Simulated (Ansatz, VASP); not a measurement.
**Ag3SnSe: VASP beside Ansatz**

```
Ag Sn Se
1.0
     5.05384    0.00000    0.00000
     0.00000    5.05384    0.00000
     0.00000    0.00000    5.05384
Ag Sn Se
3 1 1
Direct
  0.50000 0.00000 0.00000
  0.00000 0.50000 0.00000
  0.00000 0.00000 0.50000
  0.50000 0.50000 0.50000
  0.00000 0.00000 0.00000
```

Alike in both runs: functional PBE; k mesh 4 × 4 × 4; occupations gaussian, width 0.1 eV; no spin polarisation.

Ansatz relaxed the structure, and its values are those at the end. VASP's run is a single point on that final structure, the one shown.

```csv
,VASP,Ansatz
version,VASP 6.6.1,Ansatz 0.2.0
potentials or method,"VASP PAW PBE potentials, release 64 (Ag, Sn_d, Se)","scalar-relativistic, plane waves, PAW"
plane-wave cutoff (eV),520,420
valence electrons in the cell,53,87
```

|  | VASP | Ansatz | Ansatz less VASP |
| --- | --- | --- | --- |
| gap on the k mesh at the Fermi level (eV) | none | none | - |
| pressure (GPa) | 0.4 | 0.4 | 0.00 |

A gap of «none» marks a metal or a gap that the smearing closes. The two sets of potentials don't hold the same shells in valence.
